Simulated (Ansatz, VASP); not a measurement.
**Cross-check of Ge between VASP and Ansatz**

Wanted: the spread between two codes on one cell, functional and k mesh. The cell is taken from a series of VASP runs on this material, whose earlier steps may have relaxed, scaled or displaced it; both programs get it as it stands.

Main program and level: Ansatz 0.2.0; plane waves, with VASP 6.6.1 beside it; relaxation of cell and atoms at PBE.

**1. Starting point**

The structure is cubic, space group Fd-3m (No. 227). Conventional cell: a = 5.789 Å, b = 5.789 Å, c = 5.789 Å, α = 90.00°, β = 90.00°, γ = 90.00°. Nearest to Ge lie 4 Ge at 2.51 Å.

Coordinates:

```cif
data_structure
_symmetry_space_group_name_H-M 'Fd-3m:1'
_symmetry_Int_Tables_number 227
_cell_length_a 5.7890
_cell_length_b 5.7890
_cell_length_c 5.7890
_cell_angle_alpha 90.000
_cell_angle_beta 90.000
_cell_angle_gamma 90.000
_cell_volume 194.00
loop_
_atom_site_label
_atom_site_type_symbol
_atom_site_symmetry_multiplicity
_atom_site_Wyckoff_symbol
_atom_site_fract_x
_atom_site_fract_y
_atom_site_fract_z
_atom_site_occupancy
Ge1 Ge 8 b 0.00000 0.00000 0.50000 1
```

**2. Ansatz: relaxation of cell and atoms, PBE**

Ansatz runs on its default PAW (the set named soft_2) files.

The relaxed volume is the usual yardstick between codes: its relative difference is about their pressure difference at one cell divided by the bulk modulus.

Contents of input.yaml:

```yaml
crystal:
  lattice:
    - [0.0, 2.8944896624, 2.8944896624]
    - [2.8944896624, 0.0, 2.8944896624]
    - [2.8944896624, 2.8944896624, 0.0]
  atoms:
    - { symbol: Ge, position: [0.0, 0.0, 0.0] }
    - { symbol: Ge, position: [0.25, 0.25, 0.25] }
hamiltonian:
  xc: pbe
  pseudopotentials: { kind: paw }
kpoints:
  mp_grid: { grid: [6, 6, 6] }
scf:
  occupations: { method: gaussian, width: 0.03 }
relax:
  f_tol: 0.01
  max_steps: 60
  cell: { stress_tol: 0.05 }
output:
  forces: true
  stress: true
```

Command:

```console
> ansatz run input.yaml --threads 4 --pin off --max-ram 9216MiB --backend cpu --events-out ev --progress --plain --runs-dir out
```

Numbers of over 12 decimals in the logs are rounded to 6 here.

Output:

```text
Engine: ansatz 0.2.0, aarch64-unknown-linux-gnu
Pseudopotentials: kind: paw
Pseudopotential: Ge, paw, valence charge 14, recommended cutoff 420 eV (normal), Ge.paw.azcp
Functional definition: PBE
  parameter kappa = 0.804
  parameter beta = 0.066725
  exchange = pbe_x(kappa = kappa, mu = beta*pi^2/3)
  correlation = pbe_c(beta = beta)
Crystal: 2 atoms, lattice volume = 48.500 Å³
Basis set: ecut = 420 eV, 941 PW (Γ), exchange–correlation on 60×60×60 points (8 copies of the dense FFT grid, shifted against one another)
Bands: 18, of which v1, the nominal top of the filled ones, is band 14 counted from 1 (13 counted from 0)
Symmetry: 48 space group operations
Space group: Fd-3m (ITA 227), of the structure as read, at distance tolerance 3.6e-5 Å
k-points: 16 of 216
Non-local potential: Ge, projectors of the file, l = 0: 2, l = 1: 2, l = 2: 3, l = 3: 1
PAW form: soft (Blöchl's): semilocal exchange-correlation on the pseudo side does not see the compensation charge
PAW one-centre angular grid: Ge, 590 points (default); XC on 64 Gauss nodes
Initial density: superposition of atomic densities (neutral atoms: chi_scale 0, normalization atom), corrected by the library's trained network
Initial wavefunctions: pseudopotential atomic-orbital guess
Functional: x = pbe(κ = 0.804, μ = 0.219515), c = pbe(β = 0.066725)
SCF iter   1: F=—  HF=-8589.923217 eV  |F-HF|=—  |Δ(HF+E_count)|=         —  Δρ=1.39e-3  dr2=1.11e-3  ethr=1.77e-3  ⟨swp⟩=6.0  Hψ=1327  notcnv=0
preconditioner: auto → LDOS  [insulator: Δε(μ)=0.461 eV  Ē_g=23.161 eV  σ=0.030 eV  W_gap=0.60  n_scr=14 (ndim 8)  ℏωp=28.2 eV  f_vac=0.099  D(μ)=0.96/eV (n_scr^D=8)  ε∞_Penn≈2.5  β→1.0]
SCF iter   2: F=—  HF=-8589.923417 eV  |F-HF|=—  |Δ(HF+E_count)|=   2.00e-4  Δρ=1.15e-3  dr2=3.87e-4  ethr=3.95e-6  ⟨swp⟩=2.0  Hψ=689  notcnv=0
SCF iter   3: F=—  HF=-8589.923000 eV  |F-HF|=—  |Δ(HF+E_count)|=   4.17e-4  Δρ=2.50e-4  dr2=3.13e-5  ethr=1.38e-6  ⟨swp⟩=2.0  Hψ=511  notcnv=0
SCF iter   4: F=—  HF=-8589.923010 eV  |F-HF|=—  |Δ(HF+E_count)|=   1.00e-5  Δρ=9.77e-5  dr2=5.00e-6  ethr=1.12e-7  ⟨swp⟩=2.0  Hψ=505  notcnv=0
SCF iter   5: F=—  HF=-8589.923013 eV  |F-HF|=—  |Δ(HF+E_count)|=   2.73e-6  Δρ=2.00e-5  dr2=1.40e-7  ethr=1.79e-8  ⟨swp⟩=2.0  Hψ=511  notcnv=0
SCF iter   6: F=-8589.923013 eV  HF=-8589.923013 eV  |F-HF|=7.71e-10  |Δ(HF+E_count)|=   3.42e-8  Δρ=1.28e-6  dr2=4.27e-10  ethr=3.57e-10  ⟨swp⟩=4.0  Hψ=1016  notcnv=0
SCF 1 converged in 6 iterations: F = -8589.923013 eV  dr2 = 4.27e-10
  greatest PAW one-centre occupation: 0.998 electrons in one spin orbital (limit 2), on the Ge atom at site 1 (counted from 0), in its partial waves of l = 2
relax step   1: F+E_penalty+E_count = -8589.92301267 eV  Δ(F+E_penalty+E_count) = +0.000e0 eV  max|allowed force component| = 1.388e-17 eV/Å  Δτ_max = 0.0000 Å  P = -0.655 GPa  Ω = 48.500 Å³  (6 SCF iters, dr2 threshold 1.00e-7 eV, accepted)
[...]
relax step   2: F+E_penalty+E_count = -8589.92427261 eV  Δ(F+E_penalty+E_count) = -1.260e-3 eV  max|allowed force component| = 1.203e-16 eV/Å  Δτ_max = 0.0000 Å  P = -0.151 GPa  Ω = 48.031 Å³  energy of the carried Pulay correction = +7.551e-5 eV  (5 SCF iters, dr2 threshold 2.00e-7 eV, accepted)
[...]
relax step   3: F+E_penalty+E_count = -8589.92435971 eV  Δ(F+E_penalty+E_count) = -8.710e-5 eV  max|allowed force component| = 4.626e-17 eV/Å  Δτ_max = 0.0000 Å  P = +0.003 GPa  Ω = 47.892 Å³  energy of the carried Pulay correction = +9.797e-5 eV  (4 SCF iters, dr2 threshold 5.69e-8 eV, accepted)
[...]
relax step   4: F+E_penalty+E_count = -8589.92428236 eV  Δ(F+E_penalty+E_count) = +7.735e-5 eV  max|allowed force component| = 9.252e-17 eV/Å  Δτ_max = 0.0000 Å  P = +0.001 GPa  Ω = 47.892 Å³  stress off target by 9.81e-4 GPa  SCF on the basis re-selected at this cell (its energy is not comparable with the rows above)  (5 SCF iters)
basis re-selected at this cell: Δ(F+E_penalty+E_count) = +7.735e-5 eV, ΔP = -0.002 GPa vs the last step (what re-selecting the basis moved, of the pressure what is left beyond the Pulay correction that the steps carried, after the strain that the cell walked since its last selection, with what the two solves' SCF thresholds leave and, on support functions, any second-order correction that the steps lacked; it is no m [...]
SCF converged after 5 iterations
Free energy (F): -8589.924282 eV
Harris-Foulkes:  -8589.924282 eV  (|F-HF|=0.00e0)
Internal energy: -8589.923847 eV  (E = F + TS)
E sigma→0 (E₀):  -8589.924065 eV
Entropy (-TS):   -0.000436 eV (-0.218 meV/atom)
Fermi energy:    7.857233 eV
--- Per-component energies (eV) ---
  E_band       = -315.710487
  E_kinetic    = 221.793614
  E_local      = -5021.501007  (includes V_loc(G=0)·N_el)
  E_nonlocal   = 836.481241
  E_hartree    = 2200.604495
  E_xc         = -150.568634
  E_vxc        = -128.438494  (∫ρ·V_xc dr)
  E_paw        = -4039.404802  (= ΣΔE_a)
  E_vpaw       = -625.255382  (= ΣTr[D̂ρ^β])
  E_aug_tail   = 0.000534  (compensation charges beyond the density's cutoff)
  E_ewald      = -2637.329288
  E_smearing   = -0.000436  (= −TS)
  E_closure    = 0.000000  (closes the sum)
  Σ components = -8589.924282   (vs F -8589.924282, Δ=0.00e0)
--- Forces (eV/Å), atoms counted from 1 ---
  atom   1  Ge     0.00000000     0.00000000    -0.00000000
  atom   2  Ge    -0.00000000     0.00000000     0.00000000
  max |Σ_I F_I| component: 3.70e-17 eV/Å
--- Stress (GPa, compression-positive) ---
        0.000981       0.000000      -0.000000
       -0.000000       0.000981       0.000000
       -0.000000       0.000000       0.000981
  P = ⅓ Tr σ = 0.0010 GPa (0.010 kbar)
--- Relaxed structure (3 steps of the walk, 3 accepted, 1 SCFs on fresh bases) ---
  F+E_penalty+E_count = -8589.92428236 eV   max|allowed force component| = 9.252e-17 eV/Å   (the final SCF, on the basis selected at the relaxed cell)
  cell:  # Å, volume = 47.8920 Å³
    - [0, 2.882333, 2.882333]
    - [2.882333, 0, 2.882333]
    - [2.882333, 2.882333, 0]
  atoms:
    - { symbol: Ge, position: [0, 0, 0] }
    - { symbol: Ge, position: [0.25, 0.25, 0.25] }
```

Wall time 1.4 s (4 threads of Arm Neoverse V2, shared host); peak memory 0.31 GiB.

**3. VASP: relaxation of cell and atoms, PBE**

The same cell, functional, mesh and smearing now go to VASP, with its own data sets and cutoff.

Lines of VASP's logs that name or quote its potential files are left out, and so is its time.

Contents of INCAR:

```
SYSTEM = Ge
PREC = Accurate
ENCUT = 350
EDIFF = 1E-06
NELM = 120
ISMEAR = 0
SIGMA = 0.03
LREAL = .FALSE.
ALGO = Normal
GGA = PE
NBANDS = 10
LORBIT = 11
LWAVE = .FALSE.
LCHARG = .FALSE.
KPAR = 4
IBRION = 2
NSW = 30
ISIF = 3
EDIFFG = -0.02
POTIM = 0.4
```

Contents of POSCAR:

```
Ge
1.0
    0.0000000000      2.8944896624      2.8944896624
    2.8944896624      0.0000000000      2.8944896624
    2.8944896624      2.8944896624      0.0000000000
Ge
2
Direct
    0.0000000000      0.0000000000      0.0000000000
    0.2500000000      0.2500000000      0.2500000000
```

Contents of KPOINTS:

```
Automatic mesh
0
Gamma
6 6 6
0 0 0
```

PAW data sets: Ge (PBE family, release 64).

Command:

```console
> mpirun -np 4 vasp_std
```

Output:

```text
[banner, memory and clock lines left out]
running    4 mpi-ranks, on    1 nodes
 distrk:  each k-point on    1 cores,    4 groups
 distr:  one band on    1 cores,    1 groups

 POSCAR found type information on POSCAR Ge
 POSCAR found :  1 types and       2 ions
 LDA part: xc-table for (Slater+PW92), standard interpolation
 POSCAR, INCAR and KPOINTS ok, starting setup
 FFT: planning ... GRIDC
 FFT: planning ... GRID_SOFT
 FFT: planning ... GRID
 WAVECAR not read
 entering main loop
       N       E                     dE             d eps       ncg     rms          rms(c)
DAV:   1     0.774613425378E+01    0.77461E+01   -0.25986E+03   320   0.482E+02
DAV:   2    -0.855775718602E+01   -0.16304E+02   -0.15919E+02   484   0.734E+01
DAV:   3    -0.901287609050E+01   -0.45512E+00   -0.45421E+00   386   0.123E+01
DAV:   4    -0.901450680379E+01   -0.16307E-02   -0.16288E-02   380   0.797E-01
DAV:   5    -0.901450905317E+01   -0.22494E-05   -0.22493E-05   374   0.317E-02    0.283E+00
DAV:   6    -0.896325534945E+01    0.51254E-01   -0.22928E-02   350   0.783E-01    0.173E+00
DAV:   7    -0.893975201312E+01    0.23503E-01   -0.49864E-02   338   0.119E+00    0.109E-01
DAV:   8    -0.894094943440E+01   -0.11974E-02   -0.16495E-03   358   0.206E-01    0.273E-02
DAV:   9    -0.894112714980E+01   -0.17772E-03   -0.17391E-04   388   0.781E-02    0.177E-02
DAV:  10    -0.894113420062E+01   -0.70508E-05   -0.25624E-05   342   0.303E-02    0.550E-03
DAV:  11    -0.894113442623E+01   -0.22561E-06   -0.49759E-07   334   0.369E-03
   1 F= -.89411344E+01 E0= -.89409247E+01  d E =-.894113E+01
 curvature:   0.00 expect dE= 0.000E+00 dE for cont linesearch  0.000E+00
 trial: gam= 0.00000 g(F)=  0.680E-49 g(S)=  0.624E-07 ort = 0.000E+00 (trialstep = 0.100E+01)
 search vector abs. value=  0.625E-07
 reached required accuracy - stopping structural energy minimisation
```

OUTCAR, selected parts (step 3):

```text
ion  position               nearest neighbor table
   1  0.000  0.000  0.000-   2 2.51   2 2.51   2 2.51   2 2.51
   2  0.250  0.250  0.250-   1 2.51   1 2.51   1 2.51   1 2.51

  LATTYP: Found a face centered cubic cell.
 ALAT       =     5.7889793248

 Subroutine GETGRP returns: Found 48 space group operations
 (whereof 24 operations were pure point group operations)

The static configuration has the point symmetry T_d .
 The point group associated with its full space group is O_h .

 Found     16 irreducible k-points:

   k-points           NKPTS =     16   k-points in BZ     NKDIM =     16   number of bands    NBANDS=     10

   dimension x,y,z NGX =    28 NGY =   28 NGZ =   28
   dimension x,y,z NGXF=    56 NGYF=   56 NGZF=   56

   ENCUT  =  350.0 eV  25.72 Ry    5.07 a.u.   6.24  6.24  6.24*2*pi/ulx,y,z

   NELECT =       8.0000    total number of electrons

 k-points in reciprocal lattice and weights: Automatic mesh
   0.00000000  0.00000000  0.00000000       0.005
   0.16666667  0.00000000  0.00000000       0.037
   0.33333333  0.00000000  0.00000000       0.037
   0.50000000  0.00000000  0.00000000       0.019
   0.16666667  0.16666667  0.00000000       0.028
   0.33333333  0.16666667  0.00000000       0.111
   0.50000000  0.16666667  0.00000000       0.111
  -0.33333333  0.16666667  0.00000000       0.111
  -0.16666667  0.16666667  0.00000000       0.056
[...]
-0.33333333  0.33333333  0.16666667       0.111
  -0.33333333  0.50000000  0.16666667       0.056

 average (electrostatic) potential at core
       1 -33.5159       2 -33.5159

 E-fermi :   3.1840

 k-point     1 :       0.0000    0.0000    0.0000
  band No.  band energies     occupation
      1      -9.0643      2.00000
      2       2.6519      2.00000
      3       3.2097      0.22683
      4       3.2097      0.22683
      5       3.2097      0.22683
      6       5.7074      0.00000
      7       5.7074      0.00000
    ...

 k-point     2 :       0.1667    0.0000    0.0000
  band No.  band energies     occupation
      1      -8.7506      2.00000
      2      -0.0071      2.00000
      3       2.7281      2.00000
      4       2.7281      2.00000
      5       3.9067      0.00000
      6       6.3505      0.00000
      7       6.3505      0.00000
      8       7.0845      0.00000
      9      10.7890      0.00000
    ...

 k-point     3 :       0.3333    0.0000    0.0000
  band No.  band energies     occupation
      1      -7.8871      2.00000
      2      -2.7136      2.00000
      3       2.1239      2.00000
      4       2.1239      2.00000
      5       3.4072      0.00000
      6       6.8870      0.00000
      7       6.8870      0.00000
      8       9.8625      0.00000
      9      10.8723      0.00000
    ...

  Total       -0.0010379     -0.0010379     -0.0010379      0.0000000      0.0000000     -0.0000000
  in kB       -0.0342860     -0.0342860     -0.0342860      0.0000000      0.0000000     -0.0000000
  external PRESSURE =      -0.0342860 kB  Pullay stress =       0.0000000 kB

  energy-cutoff  :      350.00
  volume of cell :       48.50
      direct lattice vectors                 reciprocal lattice vectors
     0.000000000  2.894489662  2.894489662    -0.172742023  0.172742023  0.172742023
     2.894489662  0.000000000  2.894489662     0.172742023 -0.172742023  0.172742023
     2.894489662  2.894489662  0.000000000     0.172742023  0.172742023 -0.172742023

 POSITION                                       TOTAL-FORCE (eV/Angst)
 -----------------------------------------------------------------------------------
      0.00000      0.00000      0.00000        -0.000000     -0.000000      0.000000
      1.44724      1.44724      1.44724         0.000000      0.000000     -0.000000
 -----------------------------------------------------------------------------------
    total drift:                                0.000000      0.000000     -0.000000

  FREE ENERGIE OF THE ION-ELECTRON SYSTEM (eV)
  ---------------------------------------------------
  free  energy   TOTEN  =        -8.9411344262 eV

  energy  without entropy=       -8.9407148877  energy(sigma->0) =       -8.94092466

 reached required accuracy - stopping structural energy minimisation

 total charge
# of ion       s       p       d       tot
------------------------------------------
    1        1.136   1.196   0.052   2.385
    2        1.136   1.196   0.052   2.385
--------------------------------------------------
tot          2.273   2.392   0.105   4.770

[... 3 further parts left out ...]
```

CONTCAR:

```
Ge
   1.00000000000000
     0.0000000000000000    2.8944896623999998    2.8944896623999998
     2.8944896623999998    0.0000000000000000    2.8944896623999998
     2.8944896623999998    2.8944896623999998    0.0000000000000000
  Ge
     2
Direct
     0.0000000000000000    0.0000000000000000    0.0000000000000000
     0.2500000000000000    0.2500000000000000    0.2500000000000000
```

The data set Ge keeps the semicore shell frozen, which is cheaper and a little less accurate. The run keeps the 48 symmetry operations of its start, so it cannot find a distortion of lower symmetry.

**4. Side by side**

Known differences besides the potentials themselves: both relaxations stop at a tolerance, which leaves soft axes loose, and VASP keeps its plane-wave basis; the data sets hold 28 valence electrons in Ansatz (default PAW (the set named soft_2) files) and 8 in VASP; the cutoff is 420 eV in Ansatz and 350 eV in VASP; VASP leaves aspherical gradient terms in its spheres out (LASPH is not set), Ansatz keeps them; Ansatz adds a Pulay correction to the stress that steers its cell, VASP none. Total energies have different zeros and are not compared.

The two programs side by side:

| quantity | Ansatz | VASP | difference |
| --- | --- | --- | --- |
| volume (Å³) | 47.89 | 48.50 | -1.25 % |
| edge a after relaxation, in the typed setting (Å) | 4.076 | 4.093 | -0.42 % |

The walks stopped with 0.00 GPa left in Ansatz and 0.00 GPa in VASP; each walk ends within a tolerance, so the volume difference is uncertain by about these residues over the bulk modulus, most in soft cells.

A further Ansatz single point at VASP's end cell gives -0.66 GPa where VASP has 0.00 GPa.

**5. Summary of results**

```
difference in volume (relaxation of cell and atoms, PBE) : -1.3 %
```

**Reading.** The difference in volume is -1.3 % (relaxation of cell and atoms, PBE), at about the 1.2 % picked in this series as the mark of a large difference, as far as the stopping tolerances let one tell. A pressure difference of -0.65 GPa at VASP's end cell goes with -1.3 % of volume. How closely two codes agree says nothing of how well the functional describes the real material.

[Lines on the potential files, build, host, timing and source positions are cut from VASP's logs without a mark.]

[Logs are printed without paths, hosts, clocks, repeated set-up lines and the standing remarks that a program may print on its own settings, such as how far it seeks lower states.]

[Hosts, paths, dates, database ids (printed as entryN), source tags and the programs' standing remarks are cut or masked in the printed files.]
